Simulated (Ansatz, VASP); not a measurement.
## Ti (Ti(0001), 6 layers) in two plane-wave programs

Aim: how closely do two programs agree when they are given the same cell, functional and k mesh? The cell is taken from a series of runs on this material, whose earlier steps may have relaxed, scaled, displaced or heated it; both programs get it as it stands.

Program: Ansatz 0.2.0. Level of theory: plane waves, with VASP 6.6.1 beside it; single point at PBE. Results are calculated unless marked as measured.

### Step 1. Starting point

The cell holds 6 atoms: 6 Ti. Cell: a = 2.950 Å, b = 2.950 Å, c = 27.712 Å, α = 90.0°, β = 90.0°, γ = 60.0°. Vacuum lies along c.

### Step 2. VASP: single point, PBE

With cell and atoms fixed, the geometry can't cause a difference; cores, projectors, grids and the points listed under the comparison can.

Lines of VASP's logs that name or quote its potential files are left out, and so is its time.

INCAR

```
SYSTEM = Ti
PREC = Accurate
ENCUT = 400
EDIFF = 1E-06
NELM = 120
ISMEAR = -1
SIGMA = 0.1
LREAL = .FALSE.
ALGO = Normal
GGA = PE
NBANDS = 44
LASPH = .TRUE.
LORBIT = 11
LWAVE = .FALSE.
LCHARG = .FALSE.
ISIF = 2
LDIPOL = .TRUE.
IDIPOL = 3
DIPOL = 0.5 0.5 0.5
LVHAR = .TRUE.
GGA_COMPAT = .FALSE.
NELMDL = -8
KPAR = 2
```

POSCAR

```
Ti
1.0
    2.9500000000      0.0000000000      0.0000000000
    1.4750000000      2.5547749412      0.0000000000
    0.0000000000      0.0000000000     27.7115000000
Ti
6
Direct
    0.6666666666      0.6666666666      0.2939101592
    1.0000000000      1.0000000000      0.3720717793
    0.6666666666      0.6666666666      0.4577377623
    1.0000000000      1.0000000000      0.5422622377
    0.6666666666      0.6666666666      0.6279282207
    1.0000000000      1.0000000000      0.7060898408
```

KPOINTS

```
Automatic mesh
0
Gamma
12 12 1
0 0 0
```

Potentials, in the order of the species: Ti_sv (PBE family, release 64).

Run with:

```sh
mpirun -np 2 vasp_std
```

Numbers of over 12 decimals in the logs are rounded to 6 here.

Log:

```text
[banner, memory and clock lines left out]
running    2 mpi-ranks, on    1 nodes
 distrk:  each k-point on    1 cores,    2 groups
 distr:  one band on    1 cores,    1 groups

 POSCAR found type information on POSCAR Ti
 POSCAR found :  1 types and       6 ions
 LDA part: xc-table for (Slater+PW92), standard interpolation
 POSCAR, INCAR and KPOINTS ok, starting setup
 FFT: planning ... GRIDC
 FFT: planning ... GRID_SOFT
 FFT: planning ... GRID
 WAVECAR not read
 entering main loop
       N       E                     dE             d eps       ncg     rms          rms(c)
DAV:   1     0.858239465445E+03    0.85824E+03   -0.35847E+04  1928   0.152E+03
DAV:   2     0.743849962453E+02   -0.78385E+03   -0.77357E+03  1728   0.514E+02
DAV:   3    -0.303117517005E+02   -0.10470E+03   -0.10233E+03  2688   0.164E+02
DAV:   4    -0.513029986848E+02   -0.20991E+02   -0.20796E+02  2432   0.598E+01
DAV:   5    -0.531739598261E+02   -0.18710E+01   -0.18672E+01  2696   0.170E+01
DAV:   6    -0.532345870336E+02   -0.60627E-01   -0.60544E-01  2560   0.345E+00
DAV:   7    -0.532366001248E+02   -0.20131E-02   -0.20070E-02  2704   0.517E-01
DAV:   8    -0.532366745006E+02   -0.74376E-04   -0.73892E-04  2424   0.943E-02    0.208E+01
DAV:   9    -0.973609166903E+02   -0.44124E+02   -0.34572E+02  2608   0.865E+01    0.496E+01
DAV:  10    -0.457126467343E+02    0.51648E+02   -0.47761E+02  2432   0.529E+01    0.134E+01
DAV:  11    -0.464747561728E+02   -0.76211E+00   -0.84326E+01  2352   0.321E+01    0.989E+00
DAV:  12    -0.457852076517E+02    0.68955E+00   -0.16271E+01  2304   0.152E+01    0.593E+00
DAV:  13    -0.457419355260E+02    0.43272E-01   -0.14216E+00  2312   0.513E+00    0.560E+00
DAV:  14    -0.456726893316E+02    0.69246E-01   -0.84947E-02  2436   0.147E+00    0.514E+00
[...]
DAV:  24    -0.452744141160E+02   -0.13537E-04   -0.59636E-05  2256   0.664E-02    0.250E-02
DAV:  25    -0.452744160734E+02   -0.19574E-05   -0.40141E-05  2120   0.419E-02    0.245E-02
DAV:  26    -0.452744336049E+02   -0.17532E-04   -0.59352E-05  2360   0.572E-02    0.664E-03
DAV:  27    -0.452744624856E+02   -0.28881E-04   -0.10120E-05  1784   0.204E-02    0.809E-03
DAV:  28    -0.452744733169E+02   -0.10831E-04   -0.21559E-06  1260   0.120E-02    0.622E-03
DAV:  29    -0.452744937313E+02   -0.20414E-04   -0.11615E-05  1784   0.227E-02    0.610E-03
DAV:  30    -0.452744984317E+02   -0.47004E-05   -0.33008E-06  1468   0.133E-02    0.223E-03
DAV:  31    -0.452744989614E+02   -0.52979E-06   -0.53429E-07  1072   0.340E-03
   1 F= -.45274499E+02 E0= -.45119244E+02  d E =-.310511E+00
```

OUTCAR, selected parts (step 2):

```text
ion  position               nearest neighbor table
   1  0.667  0.667  0.294-   2 2.76   2 2.76   2 2.76
   2  0.000  0.000  0.372-   1 2.76   1 2.76   1 2.76
   3  0.667  0.667  0.458-   4 2.90   4 2.90   4 2.90
   4  0.000  0.000  0.542-   3 2.90   3 2.90   3 2.90
   5  0.667  0.667  0.628-   6 2.76   6 2.76   6 2.76
   6  0.000  0.000  0.706-   5 2.76   5 2.76   5 2.76

  LATTYP: Found a hexagonal cell.
 ALAT       =     2.9500000000
 C/A-ratio  =     9.3937288135

 Subroutine GETGRP returns: Found 12 space group operations
 (whereof  6 operations were pure point group operations)

The static configuration has the point symmetry C_3v.
 The point group associated with its full space group is D_3d.

 Found     19 irreducible k-points:

   k-points           NKPTS =     19   k-points in BZ     NKDIM =     19   number of bands    NBANDS=     44

   dimension x,y,z NGX =    20 NGY =   20 NGZ =  192
   dimension x,y,z NGXF=    40 NGYF=   40 NGZF=  384

   ENCUT  =  400.0 eV  29.40 Ry    5.42 a.u.   4.81  4.81 45.19*2*pi/ulx,y,z

   NELECT =      72.0000    total number of electrons

 k-points in reciprocal lattice and weights: Automatic mesh
   0.00000000  0.00000000  0.00000000       0.007
   0.08333333 -0.00000000  0.00000000       0.042
   0.16666667  0.00000000  0.00000000       0.042
   0.25000000 -0.00000000  0.00000000       0.042
   0.33333333  0.00000000  0.00000000       0.042
   0.41666667  0.00000000  0.00000000       0.042
   0.50000000 -0.00000000  0.00000000       0.021
   0.16666667  0.08333333  0.00000000       0.042
   0.25000000  0.08333333  0.00000000       0.083
[...]
-0.41666667  0.25000000  0.00000000       0.083
  -0.33333333  0.33333333  0.00000000       0.014

 dipolmoment           0.000000      0.000000      0.000003 electrons x Angstroem

 average (electrostatic) potential at core
       1 -78.7979       2 -78.6236       3 -78.7207       4 -78.7206       5 -78.6236
       6 -78.7979

 E-fermi :   2.0884

 k-point     1 :       0.0000    0.0000    0.0000
  band No.  band energies     occupation
    ...
     28      -1.6801      2.00000
     29      -0.9849      2.00000
     30      -0.6222      2.00000
     31       1.8863      1.76596
     32       1.9099      1.71269
     33       2.4168      0.07222
     34       2.4181      0.07134
     35       2.7074      0.00409
     36       2.7074      0.00409
     37       2.7165      0.00374
    ...

 k-point     2 :       0.0833   -0.0000    0.0000
  band No.  band energies     occupation
    ...
     28      -1.5104      2.00000
     29      -0.8190      2.00000
     30      -0.4653      2.00000
     31       1.8061      1.88785
     32       1.8274      1.86297
     33       2.2294      0.39259
     34       2.3162      0.18599
     35       2.4240      0.06740
     36       2.5996      0.01197
     37       2.6227      0.00952
    ...

 k-point     3 :       0.1667    0.0000    0.0000
  band No.  band energies     occupation
    ...
     31       1.4608      1.99625
     32       1.6128      1.98294
     33       1.8376      1.84937
     34       1.9345      1.64676
     35       2.1778      0.58064
     36       2.2446      0.34661
     37       2.3009      0.21343
     38       2.5441      0.02078
     39       2.7563      0.00251
     40       2.8903      0.00066
    ...

  Total       -1.8367603     -1.8367603     -0.9200285      0.0000000      0.0000000      0.0000000
  in kB      -14.0905640    -14.0905640     -7.0579271      0.0000000      0.0000000      0.0000000
  external PRESSURE =     -11.7463517 kB  Pullay stress =       0.0000000 kB

  energy-cutoff  :      400.00
  volume of cell :      208.85
      direct lattice vectors                 reciprocal lattice vectors
     2.950000000  0.000000000  0.000000000     0.338983051 -0.195711956  0.000000000
     1.475000000  2.554774941  0.000000000     0.000000000  0.391423911  0.000000000
     0.000000000  0.000000000 27.711500000     0.000000000  0.000000000  0.036086101

 POSITION                                       TOTAL-FORCE (eV/Angst)
 -----------------------------------------------------------------------------------
      2.95000      1.70318      8.14469         0.000000     -0.000000     -0.011845
      0.00000      0.00000     10.31067        -0.000000      0.000000      0.017264
      2.95000      1.70318     12.68460        -0.000000     -0.000000      0.151758
      0.00000      0.00000     15.02690         0.000000      0.000000     -0.151758
      2.95000      1.70318     17.40083         0.000000     -0.000000     -0.017264
      0.00000      0.00000     19.56681        -0.000000     -0.000000      0.011845
 -----------------------------------------------------------------------------------
    total drift:                                0.000000      0.000000      0.000366

  FREE ENERGIE OF THE ION-ELECTRON SYSTEM (eV)
  ---------------------------------------------------
  free  energy   TOTEN  =       -45.2744989614 eV

  energy  without entropy=      -44.9639881446  energy(sigma->0) =      -45.11924355

 vacuum level on the upper side and lower side of the slab         6.458         6.458

 total charge
# of ion       s       p       d       tot
------------------------------------------
    1        2.256   6.069   1.908  10.233
    2        2.249   6.128   1.891  10.268
    3        2.243   6.115   1.869  10.226
    4        2.243   6.115   1.869  10.226
    5        2.249   6.128   1.891  10.268
    6        2.256   6.069   1.908  10.233
--------------------------------------------------
tot         13.497  36.624  11.335  61.456

[... 3 further parts left out ...]
```

### Step 3. Ansatz: single point, PBE

Ansatz runs on its default PAW (the set named soft_2) files.

The same cell, functional, mesh and smearing now go to Ansatz, which takes its cutoff from its data sets.

input.yaml

```yaml
crystal:
  lattice:
    - [2.95, 0.0, 0.0]
    - [1.475, 2.5547749412, 0.0]
    - [0.0, 0.0, 27.7115]
  atoms:
    - { symbol: Ti, position: [0.6666666667, 0.6666666667, 0.2939101592] }
    - { symbol: Ti, position: [0.0, 0.0, 0.3720717793] }
    - { symbol: Ti, position: [0.6666666667, 0.6666666667, 0.4577377623] }
    - { symbol: Ti, position: [0.0, 0.0, 0.5422622377] }
    - { symbol: Ti, position: [0.6666666667, 0.6666666667, 0.6279282207] }
    - { symbol: Ti, position: [0.0, 0.0, 0.7060898408] }
kpoints:
  mp_grid: { grid: [12, 12, 1] }
hamiltonian:
  xc: pbe
scf:
  occupations: { method: fermi_dirac, width: 0.1 }
  convergence: { dr2_threshold: 1.0e-08 }
efield:
  axis: 3
  dipole_correction: true
  ramp_position: 0.97
  ramp_width: 0.04
output:
  write_potential: true
  write_density: true
  volumetric_format: npy
```

Run with:

```sh
ansatz run input.yaml --threads 4 --pin off --max-ram 8192MiB --backend cpu --events-out ev --progress --plain --runs-dir out
```

Log:

```text
Engine: ansatz 0.2.0, aarch64-unknown-linux-gnu
Pseudopotentials: kind: paw
Pseudopotential: Ti, paw, valence charge 12, recommended cutoff 420 eV (normal), Ti.paw.azcp
Functional definition: PBE
  parameter kappa = 0.804
  parameter beta = 0.066725
  exchange = pbe_x(kappa = kappa, mu = beta*pi^2/3)
  correlation = pbe_c(beta = beta)
Crystal: 6 atoms, lattice volume = 208.850 Å³
Basis set: ecut = 420 eV, 4017 PW (Γ)
Bands: 44, of which v1, the nominal top of the filled ones, is band 36 counted from 1 (35 counted from 0)
Symmetry: 6 space group operations
k-points: 19 of 144 (time reversal used)
Non-local potential: Ti, projectors of the file, l = 0: 3, l = 1: 2, l = 2: 3, l = 3: 1
PAW form: soft (Blöchl's): semilocal exchange-correlation on the pseudo side does not see the compensation charge
PAW one-centre angular grid: Ti, 590 points (default); XC on 64 Gauss nodes
Initial density: superposition of atomic densities (neutral atoms: chi_scale 0, normalization atom), corrected by the library's trained network
Initial wavefunctions: pseudopotential atomic-orbital guess
Functional: x = pbe(κ = 0.804, μ = 0.219515), c = pbe(β = 0.066725)
SCF iter   1: F=—  HF=-14996.320360 eV  |F-HF|=—  |Δ(HF+E_count)|=         —  Δρ=8.12e-3  dr2=2.18e0  ethr=1.77e-3  p=-0.001 e·Å  D=-1.21e-3 V/Å  ΔV_dip=0.03 eV  dr2_dipole=2.59e-2  V_vac-E_F(+/−)=4.13/4.09 eV  ⟨swp⟩=9.6  Hψ=3874  notcnv=0
efield: sawtooth ramp at fractional position 0.9700 (set: `efield.ramp_position`, or a place that a band, a saddle search or an elastic batch's reference lends), width 0.0400; the density the first Hamiltonian is built on has a dipole p = -0.001 e·Å; the dipole correction subtracts the counter field D = -1.21e-3 V/Å, which shifts the + side's vacuum level by +0.03 eV against the − side's; the planar-averaged density in the ramp window peaks in size at 1.1e-4 e/Å³
preconditioner: auto → LDOS  [metal: Δε(μ)=0.054 eV  Ē_g=2.264 eV  σ=0.100 eV  W_gap=0.14  n_scr=20 (ndim 8)  ℏωp=12.6 eV  f_vac=0.446  D(μ)=9.70/eV (n_scr^D=102)  β→1.0]
SCF iter   2: F=—  HF=-14996.294820 eV  |F-HF|=—  |Δ(HF+E_count)|=   2.55e-2  Δρ=1.81e-3  dr2=9.71e-3  ethr=1.77e-3  p=-0.000 e·Å  D=-4.50e-5 V/Å  ΔV_dip=0.00 eV  dr2_dipole=2.49e-4  V_vac-E_F(+/−)=4.34/4.34 eV  ⟨swp⟩=1.2  Hψ=991  notcnv=0
SCF iter   3: F=—  HF=-14996.295025 eV  |F-HF|=—  |Δ(HF+E_count)|=   2.05e-4  Δρ=6.94e-4  dr2=1.55e-3  ethr=1.35e-5  p=-0.000 e·Å  D=-7.24e-5 V/Å  ΔV_dip=0.00 eV  dr2_dipole=1.76e-6  V_vac-E_F(+/−)=4.35/4.35 eV  ⟨swp⟩=3.2  Hψ=1850  notcnv=0
SCF iter   4: F=—  HF=-14996.294866 eV  |F-HF|=—  |Δ(HF+E_count)|=   1.59e-4  Δρ=2.56e-4  dr2=2.09e-4  ethr=2.16e-6  p=-0.000 e·Å  D=-2.05e-5 V/Å  ΔV_dip=0.00 eV  dr2_dipole=1.79e-7  V_vac-E_F(+/−)=4.36/4.36 eV  ⟨swp⟩=2.4  Hψ=1458  notcnv=0
SCF iter   5: F=—  HF=-14996.294883 eV  |F-HF|=—  |Δ(HF+E_count)|=   1.74e-5  Δρ=1.16e-4  dr2=3.87e-5  ethr=2.91e-7  p=-0.000 e·Å  D=-1.18e-5 V/Å  ΔV_dip=0.00 eV  dr2_dipole=1.25e-7  V_vac-E_F(+/−)=4.37/4.37 eV  ⟨swp⟩=2.4  Hψ=1447  notcnv=0
SCF iter   6: F=—  HF=-14996.294892 eV  |F-HF|=—  |Δ(HF+E_count)|=   8.76e-6  Δρ=4.33e-5  dr2=3.82e-6  ethr=5.37e-8  p=-0.000 e·Å  D=-5.49e-7 V/Å  ΔV_dip=0.00 eV  dr2_dipole=6.79e-9  V_vac-E_F(+/−)=4.37/4.37 eV  ⟨swp⟩=2.3  Hψ=1166  notcnv=0
SCF iter   7: F=—  HF=-14996.295024 eV  |F-HF|=—  |Δ(HF+E_count)|=   1.33e-4  Δρ=1.42e-5  dr2=6.86e-7  ethr=5.30e-9  p=0.000 e·Å  D=3.86e-6 V/Å  ΔV_dip=-0.00 eV  dr2_dipole=2.71e-10  V_vac-E_F(+/−)=4.37/4.37 eV  ⟨swp⟩=2.8  Hψ=1591  notcnv=0
SCF iter   8: F=—  HF=-14996.295025 eV  |F-HF|=—  |Δ(HF+E_count)|=   2.67e-7  Δρ=4.70e-6  dr2=7.54e-8  ethr=9.52e-10  p=0.000 e·Å  D=4.80e-6 V/Å  ΔV_dip=-0.00 eV  dr2_dipole=4.76e-11  V_vac-E_F(+/−)=4.37/4.37 eV  ⟨swp⟩=2.5  Hψ=1472  notcnv=0
SCF iter   9: F=-14996.295025 eV  HF=-14996.295025 eV  |F-HF|=2.64e-9  |Δ(HF+E_count)|=   2.52e-8  Δρ=1.40e-6  dr2=3.14e-9  ethr=1.39e-11  p=0.000 e·Å  D=3.85e-6 V/Å  ΔV_dip=-0.00 eV  dr2_dipole=1.07e-11  V_vac-E_F(+/−)=4.37/4.37 eV  ⟨swp⟩=5.9  Hψ=2033  notcnv=0
SCF 1 converged in 9 iterations: F = -14996.295025 eV  dr2 = 3.14e-9
  greatest PAW one-centre occupation: 0.999 electrons in one spin orbital (limit 2), on the Ti atom at site 4 (counted from 0), in its partial waves of l = 0
WARN: The output density's exchange-correlation potential varies sharply where the density is thin. Do not read a vacuum level from v_tot or v_xc, or from such a field of the output density. On a cell that repeats whose density bears no net charge and no dipole along the vacuum's axis use v_es (v_loc + v_h of the components); under efield.dipole_correction with no amplitude use v_es + v_field, which holds any externa [...]
SCF converged after 9 iterations
Free energy (F): -14996.295025 eV
Harris-Foulkes:  -14996.295025 eV  (|F-HF|=2.64e-9)
Internal energy: -14995.985471 eV  (E = F + TS)
E sigma→0 (E₀):  -14996.140248 eV
Entropy (-TS):   -0.309553 eV (-51.592 meV/atom)
Fermi energy:    4.603833 eV
Dipole field:    D = -0.000000 V/Å  (p = -0.000001 e·Å, saw-weighted, corrected)
Work function:   Φ+ = 4.3713 eV   Φ− = 4.3712 eV
Levels:          The Fermi level and band energies are counted from a zero that moves with the ramp; work functions are not
--- Per-component energies (eV) ---
  E_band       = -1574.246356
  E_kinetic    = 1632.013282
  E_local      = -78308.674788  (includes V_loc(G=0)·N_el)
  E_nonlocal   = 50.518410
  E_hartree    = 38403.331145
  E_xc         = -582.405900
  E_vxc        = -728.363464  (∫ρ·V_xc dr)
  E_paw        = -6286.169788  (= ΣΔE_a)
  E_vpaw       = -1026.410035  (= ΣTr[D̂ρ^β])
  E_aug_tail   = 0.000722  (compensation charges beyond the density's cutoff)
  E_efield     = 0.000000  (sawtooth field / dipole correction)
  E_vefield    = 0.000009  (∫n·V_field dr)
  E_ewald      = 30095.401446
  E_smearing   = -0.309553  (= −TS)
  E_closure    = -0.000000  (closes the sum)
  Σ components = -14996.295025   (vs F -14996.295025, Δ=0.00e0)
--- Band table (eV; the first three rows and the last of 19) ---
  k-point 0: bands = [... 32 lower, 4.9316, 4.9337, 5.2249, 5.2249, 5.2344, 5.2344, 5.2622, 5.3201, ... 4 higher]
  k-point 1: bands = [... 32 lower, 4.7439, 4.8317, 4.9404, 5.1170, 5.1396, 5.3177, 5.3282, 5.3433, ... 4 higher]
  k-point 2: bands = [... 32 lower, 4.3523, 4.4490, 4.6941, 4.7604, 4.8164, 5.0612, 5.2737, 5.4097, ... 4 higher]
  k-point 18: bands = [... 32 lower, 3.4183, 3.8299, 3.8299, 4.4810, 4.4810, 4.7161, 4.7161, 4.7174, ... 4 higher]
```

### Step 4. Side by side

Known differences besides the potentials themselves: the cutoff is 420 eV in Ansatz and 400 eV in VASP. Total energies have different zeros and are not compared.

The two programs side by side:

| quantity | Ansatz | VASP | difference |
| --- | --- | --- | --- |
| work function, lower of the two faces (eV) | 4.37 | 4.37 | 0.00 |
| work function, higher of the two faces (eV) | 4.37 | 4.37 | 0.00 |

With vacuum in the cell, a pressure given here is an average over mostly empty space and none of the material.

### Step 5. Summary of results

```json
{
  "difference in work function, higher of the two faces (single point, PBE)": "0.0017 eV"
}
```

**Reading.** The difference in work function, higher of the two faces is 0.0017 eV (single point, PBE). Such differences can come from data sets, numerical settings and the points named under the comparisons, not from the functional's error against experiment.

[Lines on the potential files, build, host, timing and source positions are cut from VASP's logs without a mark.]

[Logs are printed without paths, hosts, clocks, repeated set-up lines and the standing remarks that a program may print on its own settings, such as how far it seeks lower states.]

[Hosts, paths, dates, database ids (printed as entryN), source tags and the programs' standing remarks are cut or masked in the printed files.]
